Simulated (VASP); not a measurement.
```yaml
crystal:
  lattice:
    - [0.00000, 2.49938, 2.49938]
    - [2.49938, 0.00000, 2.49938]
    - [2.49938, 2.49938, 0.00000]
  atoms:
    - { symbol: Be, position: [0.00000, 0.00000, 0.00000] }
    - { symbol: Se, position: [0.25000, 0.25000, 0.25000] }
```

Method: PBE GGA, VASP's PBE PAW potentials (set 64) (plane waves; VASP). Numerical set-up: 500 eV cut-off, 9×9×9 Γ-centred mesh, Gaussian smearing of 0.050 eV, potentials Be Se.

Question: Estimate the energy per atom (σ→0), pressure.

Answer: 
energy per atom (σ→0): -4.379 eV/atom
pressure: 100.0 kbar

The compound is BeSe in the zinc blende structure. It was relaxed first under an external pressure of 10 GPa.
